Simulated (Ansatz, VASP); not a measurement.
# Cs29K15F44: VASP beside Ansatz, part 2 of 3

One calculation is typed for both programs; each brings its own data sets. How far apart do they land? Of the first pair: The structure shown is the start of the Ansatz relaxation below; VASP solves that cell, so the two are compared at the walk's first step.

VASP 6.6.1 and Ansatz 0.2.0.

So far: The structure; Ansatz: relaxation, PBE.

### 3. VASP: single point, PBE, start cell, pair 1

Level of this step: PBE; plane waves and PAW (K_sv, Cs_sv, F) (VASP).

The same cell, functional, mesh and smearing now go to VASP, with its own data sets.

Lines of VASP's logs that name or quote its potential files are left out, and so is its time.

Contents of INCAR:

```
SYSTEM = Cs29K15F44
PREC = Accurate
ENCUT = 520
EDIFF = 1E-06
NELM = 120
ISMEAR = -1
SIGMA = 0.025
LREAL = Auto
ALGO = Normal
GGA = PE
NBANDS = 416
LORBIT = 11
LWAVE = .FALSE.
LCHARG = .FALSE.
ISIF = 2
LASPH = .TRUE.
GGA_COMPAT = .FALSE.
EFERMI = MIDGAP
NCORE = 2
```

Contents of POSCAR:

```
Cs29K15F44
1.0
   14.8753000000      0.0000000000      0.0000000000
    0.0000000000     14.8753000000      0.0000000000
    0.0000000000      0.0000000000     14.8753000000
K Cs F
15 29 44
Direct
    0.2494067347      0.3782982528      0.7549629251
    0.8437678568      0.2439076859      0.5465368766
    0.9541118498      0.7063723085      0.0942031421
    0.5819580109      0.7414909279      0.0347824918
    0.4909010238      0.8060005512      0.6115305238
    0.7018413074      0.0218079635      0.8138726614
    0.2733323025      0.4920304128      0.5062620586
    0.6365989257      0.3428569508      0.0005512494
    0.8749806727      0.3672396523      0.0732623880
    0.8440031462      0.9279207814      0.0218415763
    0.5129173865      0.6509314098      0.3483828898
    0.0487317903      0.2932915639      0.5747581561
    0.8073316168      0.2721491331      0.8315798673
    0.4382701525      0.2857219686      0.3315294481
    0.2489428785      0.8002729357      0.4583504198
    0.3161885811      0.6834820138      0.1498927753
    0.4628276405      0.0922603242      0.5473771958
    0.9149529757      0.8705505099      0.5655415353
    0.2745289171      0.3070929662      0.1822887606
    0.5577097605      0.4821415366      0.8075870739
    0.7834732745      0.4718224170      0.3580028638
    0.0908889232      0.4814692813      0.9900371757
    0.1811795392      0.4782290105      0.2915100872
    0.5179794693      0.4961177254      0.1586522625
    0.4855700389      0.9058170255      0.3123903383
    0.6004517556      0.3003569676      0.6293520131
    0.1832769759      0.6400879310      0.7237097739
    0.0684019818      0.1951221152      0.0125375623
    0.1963725101      0.9920203290      0.7135519956
    0.9915228600      0.1095372866      0.7804817382
    0.8562113033      0.1036483298      0.2569696073
    0.4528984289      0.1749208419      0.7835472226
    0.8929971160      0.4291610925      0.7176729209
    0.2307987066      0.0827008531      0.4976370224
    0.7264929111      0.7844614899      0.2346574523
    0.1790081545      0.9036725310      0.9836104146
    0.6344073733      0.0863713673      0.0804622428
    0.2892176964      0.0530409471      0.2833018494
    0.0647180225      0.2631005761      0.3054795534
    0.8515592963      0.7545797396      0.7975771917
    0.6883424200      0.6873205919      0.5126283167
    0.3724630764      0.5722371986      0.8815015495
    0.0801530053      0.8966407400      0.2794094909
    0.9977412220      0.6347300559      0.4227208863
    0.3249615134      0.1521784435      0.6518591222
    0.0155896016      0.8899921346      0.0963812495
    0.4945110351      0.1005694003      0.2562704618
    0.2805792152      0.4915732792      0.1612068328
    0.1738116206      0.6412778230      0.4651670891
    0.5305909797      0.7853824797      0.4533488400
    0.1816366729      0.3454585790      0.4602596250
    0.4953311866      0.2737289332      0.5000571417
    0.7593796428      0.8347596351      0.6495600089
    0.2011724133      0.5043999113      0.8566012114
    0.4875868050      0.3171902415      0.1015710608
    0.9697619544      0.4578126155      0.3457409262
    0.9129025969      0.2464219209      0.7006514154
    0.4104791164      0.5198281715      0.3312269332
    0.3367327046      0.9485791883      0.4651805342
    0.2743675758      0.2209770559      0.3382318340
    0.7396018904      0.9539773988      0.2273702043
    0.6752401632      0.6236176749      0.3162826968
    0.1049995630      0.6667092428      0.0054116556
    0.5115325405      0.7691811258      0.1843391394
    0.9027313735      0.2099991261      0.3858678480
    0.6309990387      0.9400617130      0.9619772374
    0.1107070110      0.3639724913      0.1385316599
    0.8629607470      0.9743803486      0.8341411602
    0.0696120414      0.1008786377      0.2102814733
    0.7445429672      0.3918105853      0.5170920923
    0.7133570415      0.4151176783      0.7844480447
    0.6370896721      0.2119822793      0.8317815439
    0.7647173502      0.7581695831      0.0042620989
    0.5266313957      0.9889682897      0.7013303933
    0.7469294737      0.4541824367      0.1458525206
    0.0623718513      0.1079305964      0.5962770499
    0.8597204762      0.6442424691      0.5857629762
    0.2753894039      0.8389477859      0.6902180124
    0.7777523815      0.2270878571      0.0082015153
    0.0807109773      0.4550698137      0.6861979254
    0.3025686877      0.8536903457      0.2469193899
    0.5449100186      0.5629130169      0.9732375145
    0.0776118801      0.8809973580      0.4792911740
    0.9552210712      0.3267429901      0.9110068368
    0.3609809550      0.5938031502      0.7146276041
    0.4329593353      0.3523088610      0.7964478027
    0.9599604714      0.7158981668      0.2639072825
    0.1295906637      0.0717027556      0.8893803822
```

Contents of KPOINTS:

```
Automatic mesh
0
Gamma
1 1 1
0 0 0
```

PAW data sets: K_sv, Cs_sv and F (PBE family, release 64).

Launch:

```console
mpirun -np 8 vasp_gam
```

Numbers of over 12 decimals in the logs are rounded to 6 here.

Log:

```text
[banner, memory and clock lines left out]
running    8 mpi-ranks, on    1 nodes
[...]
LDA part: xc-table for (Slater+PW92), standard interpolation
 POSCAR, INCAR and KPOINTS ok, starting setup
[...]
entering main loop
       N       E                     dE             d eps       ncg     rms          rms(c)
DAV:   1     0.788070032981E+04    0.78807E+04   -0.36090E+05   872   0.154E+03
DAV:   2     0.563081198285E+03   -0.73176E+04   -0.71189E+04  1064   0.380E+02
DAV:   3    -0.391249579916E+03   -0.95433E+03   -0.95029E+03   968   0.143E+02
DAV:   4    -0.416607061131E+03   -0.25357E+02   -0.25266E+02   952   0.270E+01
[...]
DAV:  21    -0.331188423076E+03    0.53923E-05   -0.10126E-05   944   0.750E-03    0.318E-03
DAV:  22    -0.331188421782E+03    0.12942E-05   -0.41340E-06   856   0.460E-03    0.245E-03
DAV:  23    -0.331188421227E+03    0.55428E-06   -0.12415E-06   616   0.233E-03
   1 F= -.33118842E+03 E0= -.33118842E+03  d E =0.000000E+00
```

OUTCAR, selected parts (step 3):

```text
  FREE ENERGIE OF THE ION-ELECTRON SYSTEM (eV)
  ---------------------------------------------------
  free  energy   TOTEN  =      -331.1884212274 eV

  energy  without entropy=     -331.1884212274  energy(sigma->0) =     -331.18842123

[... 1 further part left out ...]
```

The run ends at a pressure of -0.34 GPa, with forces up to 1.9 eV/Å.

### 4. Side by side

Known differences besides the potentials themselves: the cutoff is 420 eV in Ansatz and 520 eV in VASP (PREC = Accurate, projectors in real space). Total energies have different zeros and are not compared.

Forces on 8 of the 88 atoms, those with the largest forces and the largest differences (eV/Å; atoms numbered as in POSCAR):

```tsv
atom	Ansatz x, y, z	VASP x, y, z
Cs19	0.828, -0.290, -1.290	0.866, -0.309, -1.327
Cs23	-1.167, 0.665, 1.250	-1.225, 0.676, 1.331
Cs33	0.295, 1.145, -0.266	0.294, 1.170, -0.272
Cs34	-1.144, 0.993, 0.492	-1.180, 1.036, 0.493
Cs38	0.434, -0.409, -0.950	0.437, -0.441, -0.975
Cs42	-0.676, 0.273, 1.099	-0.681, 0.280, 1.168
F48	0.735, 0.436, -1.044	0.791, 0.449, -1.118
F85	0.170, -0.162, -0.762	0.187, -0.161, -0.831
```

The forces differ by 19 meV/Å r.m.s., which is 4.7 % of the r.m.s. force of 0.401 eV/Å (both taken over all components).

### 5. Ansatz: relaxation, PBE

This run makes the geometry at which the two programs are then compared. The cell compared in this pair holds 2684.72 Å³, against 3291.53 Å³ for the pair before.

The structure compared here is the end of the Ansatz relaxation.

Contents of input.yaml:

```yaml
crystal:
  lattice:
    - [14.8753, 0.0, 0.0]
    - [0.0, 14.8753, 0.0]
    - [0.0, 0.0, 14.8753]
  atoms:
    - { symbol: K, position: [0.24941, 0.3783, 0.75496] }
    - { symbol: K, position: [0.84377, 0.24391, 0.54654] }
    - { symbol: K, position: [0.95411, 0.70637, 0.0942] }
    - { symbol: K, position: [0.58196, 0.74149, 0.03478] }
    - { symbol: K, position: [0.4909, 0.806, 0.61153] }
    - { symbol: K, position: [0.70184, 0.02181, 0.81387] }
    - { symbol: K, position: [0.27333, 0.49203, 0.50626] }
    - { symbol: K, position: [0.6366, 0.34286, 0.00055] }
    - { symbol: K, position: [0.87498, 0.36724, 0.07326] }
    - { symbol: K, position: [0.844, 0.92792, 0.02184] }
    - { symbol: K, position: [0.51292, 0.65093, 0.34838] }
    - { symbol: K, position: [0.04873, 0.29329, 0.57476] }
    - { symbol: K, position: [0.80733, 0.27215, 0.83158] }
    - { symbol: K, position: [0.43827, 0.28572, 0.33153] }
    - { symbol: K, position: [0.24894, 0.80027, 0.45835] }
    - { symbol: Cs, position: [0.31619, 0.68348, 0.14989] }
    - { symbol: Cs, position: [0.46283, 0.09226, 0.54738] }
    - { symbol: Cs, position: [0.91495, 0.87055, 0.56554] }
    - { symbol: Cs, position: [0.27453, 0.30709, 0.18229] }
    - { symbol: Cs, position: [0.55771, 0.48214, 0.80759] }
    - { symbol: Cs, position: [0.78347, 0.47182, 0.358] }
    - { symbol: Cs, position: [0.09089, 0.48147, 0.99004] }
    - { symbol: Cs, position: [0.18118, 0.47823, 0.29151] }
    - { symbol: Cs, position: [0.51798, 0.49612, 0.15865] }
    - { symbol: Cs, position: [0.48557, 0.90582, 0.31239] }
    - { symbol: Cs, position: [0.60045, 0.30036, 0.62935] }
    - { symbol: Cs, position: [0.18328, 0.64009, 0.72371] }
    - { symbol: Cs, position: [0.0684, 0.19512, 0.01254] }
    - { symbol: Cs, position: [0.19637, 0.99202, 0.71355] }
    - { symbol: Cs, position: [0.99152, 0.10954, 0.78048] }
    - { symbol: Cs, position: [0.85621, 0.10365, 0.25697] }
    - { symbol: Cs, position: [0.4529, 0.17492, 0.78355] }
    - { symbol: Cs, position: [0.893, 0.42916, 0.71767] }
    - { symbol: Cs, position: [0.2308, 0.0827, 0.49764] }
    - { symbol: Cs, position: [0.72649, 0.78446, 0.23466] }
    - { symbol: Cs, position: [0.17901, 0.90367, 0.98361] }
    - { symbol: Cs, position: [0.63441, 0.08637, 0.08046] }
    - { symbol: Cs, position: [0.28922, 0.05304, 0.2833] }
    - { symbol: Cs, position: [0.06472, 0.2631, 0.30548] }
    - { symbol: Cs, position: [0.85156, 0.75458, 0.79758] }
    - { symbol: Cs, position: [0.68834, 0.68732, 0.51263] }
    - { symbol: Cs, position: [0.37246, 0.57224, 0.8815] }
    - { symbol: Cs, position: [0.08015, 0.89664, 0.27941] }
    - { symbol: Cs, position: [0.99774, 0.63473, 0.42272] }
    - { symbol: F, position: [0.32496, 0.15218, 0.65186] }
    - { symbol: F, position: [0.01559, 0.88999, 0.09638] }
    - { symbol: F, position: [0.49451, 0.10057, 0.25627] }
    - { symbol: F, position: [0.28058, 0.49157, 0.16121] }
    - { symbol: F, position: [0.17381, 0.64128, 0.46517] }
    - { symbol: F, position: [0.53059, 0.78538, 0.45335] }
    - { symbol: F, position: [0.18164, 0.34546, 0.46026] }
    - { symbol: F, position: [0.49533, 0.27373, 0.50006] }
    - { symbol: F, position: [0.75938, 0.83476, 0.64956] }
    - { symbol: F, position: [0.20117, 0.5044, 0.8566] }
    - { symbol: F, position: [0.48759, 0.31719, 0.10157] }
    - { symbol: F, position: [0.96976, 0.45781, 0.34574] }
    - { symbol: F, position: [0.9129, 0.24642, 0.70065] }
    - { symbol: F, position: [0.41048, 0.51983, 0.33123] }
    - { symbol: F, position: [0.33673, 0.94858, 0.46518] }
    - { symbol: F, position: [0.27437, 0.22098, 0.33823] }
    - { symbol: F, position: [0.7396, 0.95398, 0.22737] }
    - { symbol: F, position: [0.67524, 0.62362, 0.31628] }
    - { symbol: F, position: [0.105, 0.66671, 0.00541] }
    - { symbol: F, position: [0.51153, 0.76918, 0.18434] }
    - { symbol: F, position: [0.90273, 0.21, 0.38587] }
    - { symbol: F, position: [0.631, 0.94006, 0.96198] }
    - { symbol: F, position: [0.11071, 0.36397, 0.13853] }
    - { symbol: F, position: [0.86296, 0.97438, 0.83414] }
    - { symbol: F, position: [0.06961, 0.10088, 0.21028] }
    - { symbol: F, position: [0.74454, 0.39181, 0.51709] }
    - { symbol: F, position: [0.71336, 0.41512, 0.78445] }
    - { symbol: F, position: [0.63709, 0.21198, 0.83178] }
    - { symbol: F, position: [0.76472, 0.75817, 0.00426] }
    - { symbol: F, position: [0.52663, 0.98897, 0.70133] }
    - { symbol: F, position: [0.74693, 0.45418, 0.14585] }
    - { symbol: F, position: [0.06237, 0.10793, 0.59628] }
    - { symbol: F, position: [0.85972, 0.64424, 0.58576] }
    - { symbol: F, position: [0.27539, 0.83895, 0.69022] }
    - { symbol: F, position: [0.77775, 0.22709, 0.0082] }
    - { symbol: F, position: [0.08071, 0.45507, 0.6862] }
    - { symbol: F, position: [0.30257, 0.85369, 0.24692] }
    - { symbol: F, position: [0.54491, 0.56291, 0.97324] }
    - { symbol: F, position: [0.07761, 0.881, 0.47929] }
    - { symbol: F, position: [0.95522, 0.32674, 0.91101] }
    - { symbol: F, position: [0.36098, 0.5938, 0.71463] }
    - { symbol: F, position: [0.43296, 0.35231, 0.79645] }
    - { symbol: F, position: [0.95996, 0.7159, 0.26391] }
    - { symbol: F, position: [0.12959, 0.0717, 0.88938] }
kpoints:
  mp_grid: { grid: [1, 1, 1] }
hamiltonian:
  xc: pbe
scf:
  occupations: { method: fermi_dirac, width: 0.025 }
output:
  forces: true
relax:
  f_tol: 0.05
  max_steps: 122
  cell: {}
```

Launch:

```console
ansatz run input.yaml --threads 4 --pin off --max-ram 8192MiB --backend cpu --events-out ev --progress --plain --runs-dir out
```

Log:

```text
[...]
Crystal: 88 atoms, lattice volume = 3291.525 Å³
Basis set: ecut = 420 eV, 64229 PW (Γ), exchange–correlation on 200×200×200 points (8 copies of the dense FFT grid, shifted against one another)
Bands: 440, of which v1, the nominal top of the filled ones, is band 352 counted from 1 (351 counted from 0)
Symmetry: 1 space group operations
[...]
k-points: 1
[...]
- { symbol: F, position: [0.486124, 0.113192, 0.248760] }
    - { symbol: F, position: [0.320750, 0.551313, 0.105068] }
    - { symbol: F, position: [0.221667, 0.650491, 0.401645] }
    - { symbol: F, position: [0.552599, 0.764617, 0.472921] }
    - { symbol: F, position: [0.164882, 0.396838, 0.472799] }
    - { symbol: F, position: [0.506531, 0.266922, 0.454836] }
[...]
- { symbol: F, position: [0.372634, 0.467042, 0.633662] }
    - { symbol: F, position: [0.406991, 0.269848, 0.899051] }
    - { symbol: F, position: [0.976769, 0.660710, 0.200178] }
    - { symbol: F, position: [0.135941, 0.108671, 0.912381] }
[key lines of the parts left out:]
P = ⅓ Tr σ = -0.0029 GPa (-0.029 kbar)
```

[end of part 2 of 3]

[Lines on the potential files, build, host, timing and source positions are cut from VASP's logs without a mark.]

[Logs are printed without paths, hosts, clocks, repeated set-up lines and the standing remarks that a program may print on its own settings, such as how far it seeks lower states.]

[Hosts, paths, dates, database ids (printed as entryN), source tags and the programs' standing remarks are cut or masked in the printed files.]
